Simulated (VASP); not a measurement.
Energy against volume of La2O3 (a-type). Level of theory: PBEsol GGA, VASP's PBE PAW potentials (set 64) (plane waves; VASP 6.6.1). Settings: 520 eV cut-off, 7×7×4 Γ-centred mesh, Gaussian smearing of 0.050 eV, potentials La O.

Shape and ions are relaxed at each volume.

```csv
V (Å³/atom),E (eV/atom)
15.467,-8.73606
15.946,-8.74188
16.424,-8.73717
16.902,-8.72327
```

Question: Fit these four points and predict the energy of the run at 14.989 Å³/atom.

Answer: A cubic in V^(−2/3), the third-order Birch-Murnaghan form, passes through the four points with V0 = 15.96 Å³/atom and B0 = 117 GPa, and gives -8.7182 eV/atom there. The run gave -8.7182 eV/atom, +0.0 meV/atom from the fit; all five points give B0 = 117 GPa.

The compound is La2O3 in the a-type structure. It was relaxed first.
